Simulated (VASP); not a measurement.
# Cd2CuO3 (P4/mmm) in VASP: relaxation of cell and atoms with PBE

Aim: the relaxation of cell and atoms of Cd2CuO3 with PBE.

Program: VASP 6.6.1. These are calculated values, not measurements. Logs are shortened: lines on timing, memory, paths and dates and some standing lists are left out, and cuts for length are marked.

## (1) The cell of the first run

It takes space group P4/mmm (No. 123, tetragonal). The conventional cell has a = 4.677 Å, b = 4.677 Å, c = 4.273 Å, α = 90.00°, β = 90.00°, γ = 90.00°. Cd (site symmetry mmm) has 2 Cu at 2.34 Å and 4 O at 2.43 Å as nearest neighbours. Around Cu (site symmetry 4/mmm) lie 2 O at 2.14 Å and 4 Cd at 2.34 Å. O (site symmetry 4mm) has 1 O at 1.35 Å as nearest neighbours. O (site symmetry 4/mmm) is surrounded by 2 Cu at 2.14 Å.

The cell was built by a generator and needn't be a form met in nature.

## (2) Relaxation of cell and atoms, PBE, collinear spin, typed start (random cell by space group and Wyckoff sites (P4/mmm, No. 123))

INCAR

```
ALGO     = Normal         # electronic algorithm
EDIFF    = 1E-7           # SCF threshold, eV
EDIFFG   = -0.08          # ionic threshold
ENCUT    = 600            # plane-wave cutoff, eV
GGA      = PE             # functional
IBRION   = 2              # ionic algorithm
ISIF     = 3              # what is computed and relaxed
ISMEAR   = 0              # smearing method
ISPIN    = 2              # spin polarisation
LASPH    = True           # aspherical terms in the spheres
LCHARG   = False          # write CHGCAR
LMAXMIX  = 4              # l up to which the mixer works
LORBIT   = 11             # projections on sites
LREAL    = False          # projectors in reciprocal space
LWAVE    = False          # write WAVECAR
MAGMOM   = 0 0 1 0 0 0    # initial moments
NELM     = 150            # most SCF steps
NSW      = 36             # ionic steps
PREC     = Accurate       # precision mode
SIGMA    = 0.15           # smearing width, eV
```

KPOINTS

```
k-points
0
Gamma
  3 3 3
```

POSCAR

```
Cd2CuO3
1.0
    4.6774669700      0.0000000000      0.0000000000
    0.0000000000      4.6774669700      0.0000000000
    0.0000000000      0.0000000000      4.2732460000
Cd Cu O
2 1 3
Direct
    0.0000000000      0.5000000000      0.5000000000
    0.5000000000      0.0000000000      0.5000000000
    0.0000000000      0.0000000000      0.5000000000
    0.5000000000      0.5000000000      0.3422887100
    0.5000000000      0.5000000000      0.6577112900
    0.0000000000      0.0000000000      0.0000000000
```

Potentials or basis: VASP PAW PBE potentials, release 64 (Cd, Cu, O).

Run with:

```sh
cat potpaw_PBE.64/Cd/POTCAR potpaw_PBE.64/Cu/POTCAR potpaw_PBE.64/O/POTCAR > POTCAR
mpirun -np 1 vasp_std > vasp.out
```

OUTCAR:

```text
EDIFF = 1E-7
   EDIFFG = -0.08
   ENCUT = 600
   GGA = PE
   IBRION = 2
   ISIF = 3
   ISMEAR = 0
   ISPIN = 2
   LASPH = True
   LORBIT = 11
   LREAL = False
   NELM = 150
   NSW = 36
   PREC = Accurate

 ion  position               nearest neighbor table
   1  0.000  0.500  0.500-   3 2.34   3 2.34   5 2.43   4 2.43   4 2.43   5 2.43   2 3.31   2 3.31
                             2 3.31   2 3.31
   2  0.500  0.000  0.500-   3 2.34   3 2.34   5 2.43   4 2.43   5 2.43   4 2.43   1 3.31   1 3.31
                             1 3.31   1 3.31
   3  0.000  0.000  0.500-   6 2.14   6 2.14   1 2.34   2 2.34   1 2.34   2 2.34
   4  0.500  0.500  0.342-   5 1.35   2 2.43   1 2.43   2 2.43   1 2.43
   5  0.500  0.500  0.658-   4 1.35   2 2.43   1 2.43   2 2.43   1 2.43
   6  0.000  0.000  0.000-   3 2.14   3 2.14

  LATTYP: Found a simple tetragonal cell.
 ALAT       =     4.6774669700
 C/A-ratio  =     0.9135812241

  Lattice vectors:

 A1 = (   4.6774669700,   0.0000000000,   0.0000000000)
 A2 = (   0.0000000000,   4.6774669700,   0.0000000000)
 A3 = (   0.0000000000,   0.0000000000,   4.2732460000)

Analysis of symmetry for initial positions (statically):
=====================================================================
 Subroutine PRICEL returns:
 Original cell was already a primitive cell.

 Routine SETGRP: Setting up the symmetry group for a
 simple tetragonal supercell.

 Subroutine GETGRP returns: Found 16 space group operations
 (whereof 16 operations were pure point group operations)
 out of a pool of 16 trial point group operations.

The static configuration has the point symmetry D_4h.

Analysis of symmetry for dynamics (positions and initial velocities):
=====================================================================
 Subroutine PRICEL returns:
 Original cell was already a primitive cell.

 Routine SETGRP: Setting up the symmetry group for a
 simple tetragonal supercell.

 Subroutine GETGRP returns: Found 16 space group operations
 (whereof 16 operations were pure point group operations)
 out of a pool of 16 trial point group operations.

The dynamic configuration has the point symmetry D_4h.

Analysis of structural, dynamic, and magnetic symmetry:
=====================================================================
 Subroutine PRICEL returns:
 Original cell was already a primitive cell.

 Routine SETGRP: Setting up the symmetry group for a
 simple tetragonal supercell.

 Subroutine GETGRP returns: Found 16 space group operations
 (whereof 16 operations were pure point group operations)
 out of a pool of 16 trial point group operations.

The overall configuration has the point symmetry D_4h.

 Subroutine INISYM returns: Found 16 space group operations
 (whereof 16 operations are pure point group operations),
 and found     1 'primitive' translations

----------------------------------------------------------------------------------------

                                     Primitive cell

  volume of cell :      93.4931

  direct lattice vectors                    reciprocal lattice vectors
     4.677466970  0.000000000  0.000000000     0.213790927  0.000000000  0.000000000
     0.000000000  4.677466970  0.000000000     0.000000000  0.213790927  0.000000000
     0.000000000  0.000000000  4.273246000     0.000000000  0.000000000  0.234014143

  length of vectors
     4.677466970  4.677466970  4.273246000     0.213790927  0.213790927  0.234014143

  position of ions in fractional coordinates (direct lattice)
     0.000000000  0.500000000  0.500000000
     0.500000000  0.000000000  0.500000000
     0.000000000  0.000000000  0.500000000
     0.500000000  0.500000000  0.342288710
     0.500000000  0.500000000  0.657711290
     0.000000000  0.000000000  0.000000000

  ion indices of the primitive-cell ions
   primitive index   ion index
                 1           1
                 2           2
                 3           3
                 4           4
                 5           5
                 6           6

[... 39 lines left out ...]
   ions per type =               2   1   3
   NGX,Y,Z   is equivalent  to a cutoff of  14.22, 14.22, 14.01 a.u.
   NGXF,Y,Z  is equivalent  to a cutoff of  28.43, 28.43, 28.01 a.u.
 SYSTEM =  unknown system
   PREC   = accura    normal or accurate (medium, high low for compatibility)
   ISTART =      0    job   : 0-new  1-cont  2-samecut
   ICHARG =      2    charge: 1-file 2-atom 10-const
   ISPIN  =      2    spin polarized calculation?
   LNONCOLLINEAR =      F non collinear calculations
   LSORBIT =      F    spin-orbit coupling
   LASPH  =      T    aspherical Exc in radial PAW
   ENCUT  =  600.0 eV  44.10 Ry    6.64 a.u.   9.34  9.34  8.53*2*pi/ulx,y,z
   NELM   =    150;   NELMIN=  2; NELMDL= -5     # of ELM steps
   EDIFF  = 0.1E-06   stopping-criterion for ELM
   LREAL  =      F    real-space projection
   EDIFFG = -.8E-01   stopping-criterion for IOM
   NSW    =     36    number of steps for IOM
   IBRION =      2    ionic relax: 0-MD 1-quasi-New 2-CG
   NFREE  =      1    steps in history (QN), initial steepest desc. (CG)
   ISIF   =      3    stress and relaxation
   ISYM   =      2    0-nonsym 1-usesym 2-fastsym
   POTIM  = 0.5000    time-step for ionic-motion
   TEBEG  =    0.0;   TEEND  =   0.0 temperature during run
   PSTRESS=    0.0 pullay stress
   NELECT =      53.0000    total number of electrons
   NUPDOWN=      -1.0000    fix difference up-down
   EMIN   =  10.00;   EMAX   =-10.00  energy-range for DOS
   EFERMI =   0.00;   METHOD = LEGACY
   ISMEAR =     0;   SIGMA  =   0.15  broadening in eV -4-tet -1-fermi 0-gaus
   EFERMI_NEDOS =   21; number of points for ismear=-14 and -15
   IALGO  =     38    algorithm
   IMIX   =      4    mixing-type and parameters
     AMIX     =   0.40;   BMIX     =  1.00
     AMIX_MAG =   1.60;   BMIX_MAG =  1.00
  volume/ion in A,a.u.               =      15.58       105.15
  Fermi-wavevector in a.u.,A,eV,Ry     =   1.354899  2.560388 24.976922  1.835752
  Thomas-Fermi vector in A             =   2.482032
   LORBIT       =     11    0 simple, 1 ext, 2 COOP (PROOUT), +10 PAW based schemes
   GGA     = PE    functional components
   LHFCALC =     F    Hartree Fock is set to
   AEXX    =    0.0000 exact exchange contribution
   IVDW    =     0    specifies the selected vdW correction
   LEPSILON=     F    determine dielectric tensor
   LRPA    =     F    only Hartree local field effects (RPA)
 conjugate gradient relaxation of ions
 spin polarized calculation
 Gauss-broadening in eV      SIGMA  =   0.15
  energy-cutoff  :      600.00
  volume of cell :       93.49
 maximum number of plane-waves:      3157
 NGX is ok and might be reduce to    40
   NGX = 19   NGY = 19   NGZ = 17

--------------------------------------- Ionic step        1  -------------------------------------------

 number of electron      53.0000013 magnetization       0.0161618

 number of electron      53.0000013 magnetization      -0.2905579

 Free energy of the ion-electron system (eV)
  ---------------------------------------------------
  ext. energy  EPLUGINS =         0.00000000
  ---------------------------------------------------
  free energy    TOTEN  =       -17.69636956 eV

  energy without entropy =      -17.66762339  energy(sigma->0) =      -17.68199648

------------------------ aborting loop because EDIFF is reached ----------------------------------------

  FORCE on cell =-STRESS in cart. coord.  units (eV):
  Direction    XX          YY          ZZ          XY          YZ          ZX
  --------------------------------------------------------------------------------------
  -------------------------------------------------------------------------------------
  Total       10.7644421     10.7644421     -1.0243911      0.0000000      0.0000000      0.0000000
  in kB      184.4687281    184.4687281    -17.5548455      0.0000000      0.0000000      0.0000000
  external PRESSURE =     117.1275369 kB  Pullay stress =       0.0000000 kB
[... 105 lines left out ...]
  FREE ENERGIE OF THE ION-ELECTRON SYSTEM (eV)
  ---------------------------------------------------
  free  energy   TOTEN  =       -18.8179858453 eV

  energy  without entropy=      -18.7837292501  energy(sigma->0) =      -18.80085755

 E-fermi :   1.4548     XC(G=0):  -9.9808

 val. band max:        1.2297055873   @ k =   0.3333   0.0000   0.0000
 cond. band min:       1.4646175290   @ k =   0.3333   0.0000   0.0000
 fundamental gap:      0.2349119418
 Fermi energy:         1.4548092059

 spin component 1

 k-point     1 :       0.0000    0.0000    0.0000
  band No.  band energies     occupation
      1     -19.1412      1.00000
      2     -16.0404      1.00000
      3     -12.5983      1.00000
      4      -7.5347      1.00000
      5      -7.2211      1.00000
      6      -7.1604      1.00000
[... 412 lines left out ...]
     31       6.2587      0.00000
     32       6.6253      0.00000

[... ionic steps 4 to 10 ...]

--------------------------------------- Ionic step       11  -------------------------------------------

 number of electron      53.0000013 magnetization      -0.0001348

------------------------ aborting loop because EDIFF is reached ----------------------------------------
[... 75 lines left out ...]
--------------------------------------- Ionic step       13  -------------------------------------------

 number of electron      53.0000015 magnetization       0.0001161

 Free energy of the ion-electron system (eV)
  ---------------------------------------------------
  ext. energy  EPLUGINS =         0.00000000
  ---------------------------------------------------
  free energy    TOTEN  =       -19.68114935 eV

  energy without entropy =      -19.65522429  energy(sigma->0) =      -19.66818682

 E-fermi :   2.0202     XC(G=0): -10.2726

 val. band max:        1.8111264542   @ k =   0.3333   0.0000   0.0000
 cond. band min:       2.0313687625   @ k =   0.3333   0.0000   0.0000
 fundamental gap:      0.2202423083
 Fermi energy:         2.0201976898

 spin component 1

 k-point     1 :       0.0000    0.0000    0.0000
  band No.  band energies     occupation
      1     -18.7431      1.00000
      2     -16.1962      1.00000
      3     -11.9313      1.00000
      4      -7.1381      1.00000
      5      -6.8176      1.00000
      6      -6.7749      1.00000
[... 445 lines left out ...]
  FREE ENERGIE OF THE ION-ELECTRON SYSTEM (eV)
  ---------------------------------------------------
  free  energy   TOTEN  =       -19.6811493506 eV

  energy  without entropy=      -19.6552242863  energy(sigma->0) =      -19.66818682

 reached required accuracy - stopping structural energy minimisation

 total charge

# of ion       s       p       d       tot
------------------------------------------
    1        0.451   0.178   9.570  10.199
    2        0.451   0.178   9.570  10.199
    3        0.502   0.431   9.172  10.105
    4        1.610   3.195   0.000   4.804
    5        1.610   3.195   0.000   4.804
    6        1.580   3.296   0.000   4.876
--------------------------------------------------
tot          6.204  10.472  28.312  44.988

 magnetization (x)

# of ion       s       p       d       tot
------------------------------------------
    1       -0.000  -0.000   0.000  -0.000
    2       -0.000  -0.000   0.000  -0.000
    3        0.000   0.000  -0.000  -0.000
    4       -0.000   0.000   0.000   0.000
    5       -0.000   0.000   0.000   0.000
    6       -0.000  -0.000   0.000  -0.000
--------------------------------------------------
tot         -0.000   0.000  -0.000   0.000
```

Wall time 11 min (1 thread of Intel Xeon Platinum 8488C (Sapphire Rapids), shared host); peak memory 0.3 GiB.

What came out:

- Free energy: -19.6811 eV
- Relaxed volume: 15.53 Å³/atom
- Relaxed cell: a = 5.004 Å, b = 5.004 Å, c = 3.722 Å, α = 90.00°, β = 90.00°, γ = 90.00°
- Space group after relaxing (to 0.05 Å): P4/mmm (No. 123)
- Energy gained by relaxing: 330.8 meV/atom
- Ionic steps: 13
- Pressure after relaxing: 0.4 GPa
- Largest force after relaxing: 0.054 eV/Å
- Band gap on the k mesh: none (metal or under the smearing width)
- Net moment: 0.00 μB per cell
- Valence electrons inside the program's atomic spheres: Cd 10.20; Cu 10.11; O 4.80, 4.88

Forces in eV/Å, atoms in the order of the input:
```
Cd   0.000  0.000  0.000
Cd   0.000  0.000  0.000
Cu   0.000  0.000  0.000
O    0.000  0.000  0.054
O    0.000  0.000 -0.054
O    0.000  0.000  0.000
```

Stress tensor (GPa, compression positive):
```
0.30 0.00 0.00
0.00 0.30 0.00
0.00 0.00 0.49
```

The path:
| step | energy change (eV) | largest force (eV/Å) | pressure (GPa) | volume (Å³) |
| --- | --- | --- | --- | --- |
| 1 | 0.0000 | 6.5435 | 11.71 | 93.49 |
| 2 | -0.5381 | 1.5472 | -10.91 | 109.47 |
| 3 | -1.1216 | 0.6631 | -3.48 | 100.68 |
| 4 | -1.8567 | 0.1104 | -2.99 | 98.12 |
| 5 | -1.9547 | 0.3935 | -1.65 | 96.95 |
| 6 | -1.9662 | 0.3791 | -0.82 | 96.46 |
| 7 | -1.9670 | 0.3674 | -0.54 | 96.30 |
| 8 | -1.9752 | 0.0231 | -0.57 | 95.47 |
| 9 | -1.9752 | 0.0424 | -0.58 | 95.42 |
| 10 | -1.9807 | 0.0195 | -0.06 | 94.41 |
| 11 | -1.9831 | 0.0620 | 0.60 | 93.24 |
| 12 | -1.9842 | 0.1273 | 0.26 | 93.16 |
| 13 | -1.9848 | 0.0542 | 0.36 | 93.19 |

Final structure:
```
Cd Cu O
1.0
     5.00392    0.00000    0.00000
     0.00000    5.00392    0.00000
     0.00000    0.00000    3.72169
Cd Cu O
2 1 3
Direct
  0.00000 0.50000 0.50000
  0.50000 0.00000 0.50000
  0.00000 0.00000 0.50000
  0.50000 0.50000 0.29322
  0.50000 0.50000 0.70678
  0.00000 0.00000 0.00000
```

Caveat: the k mesh is coarse (spacing up to 0.49 Å⁻¹), so the values aren't converged; semilocal functionals often make such compounds metallic where correlation or magnetic order opens a gap, which also shifts bond lengths; the relaxation stopped at a loose force limit of 0.08 eV/Å, so its end isn't a converged minimum.
